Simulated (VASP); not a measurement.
An input for Quantum ESPRESSO's pw.x (written as the equivalent of a VASP run, and not itself run):

```
&CONTROL
  calculation = 'vc-relax'
  pseudo_dir = './pseudo'
  outdir = './out'
  tprnfor = .true.
  tstress = .true.
  nstep = 60
  forc_conv_thr = 0.00039
/
&SYSTEM
  ibrav = 0
  nat = 2
  ntyp = 2
  ecutwfc = 62.5
  occupations = 'smearing'
  smearing = 'gaussian'
  degauss = 0.003675
  input_dft = 'pbe'
/
&ELECTRONS
  conv_thr = 7.3e-08
  electron_maxstep = 100
/
&IONS
/
&CELL
/
ATOMIC_SPECIES
  Pb 207.200 Pb.upf
  S 32.060 S.upf
CELL_PARAMETERS angstrom
    -0.0000000    3.0019240    3.0019240
     3.0019240   -0.0000000    3.0019240
     3.0019240    3.0019240    0.0000000
ATOMIC_POSITIONS crystal
  Pb   0.0000000  0.0000000  0.0000000
  S    0.5000000  0.5000000  0.5000000
K_POINTS automatic
  7 7 7 0 0 0
```

Task: Write the VASP files for the same calculation (PBE).

Result: This is not unique; one that fits is 
**POSCAR**
```
PbS
1
   -0.0000000000     3.0019240160     3.0019240160
    3.0019240160    -0.0000000000     3.0019240160
    3.0019240160     3.0019240160     0.0000000000
Pb S
1 1
Direct
  0.0000000000   0.0000000000   0.0000000000
  0.5000000000   0.5000000000   0.5000000000
```

**INCAR**
```
# general
SYSTEM  = PbS
PREC    = Accurate
ENCUT   = 400
LREAL   = .False.
LASPH   = .True.

# electronic loop
EDIFF   = 1E-6
NELM    = 100
ALGO    = Normal
LMAXMIX = 4

# smearing
ISMEAR  = 0
SIGMA   = 0.05

# functional
GGA     = PE

# ions
IBRION  = 2
NSW     = 60
ISIF    = 3
EDIFFG  = -0.01

# output
LWAVE   = .False.
LCHARG  = .False.
```

File KPOINTS:
```
Automatic mesh
0
Gamma
7 7 7
0 0 0
```

POTCAR, in this order: Pb_d S (PBE.64 set). Program: vasp_std.

The two are equivalent in intent, not identical: the potentials are each code's own (VASP's PAW set, PseudoDojo norm-conserving files in pw.x), so ENCUT and ecutwfc are chosen apart and not converted; conv_thr bounds pw.x's estimated SCF error, while EDIFF bounds the energy change between steps; forc_conv_thr acts on force components and is met together with etot_conv_thr.

The structure comes from a measured PbS entry (Fm-3m) of the Crystallography Open Database, whose conditions weren't checked. It was relaxed first. The start is the result of an earlier pass.
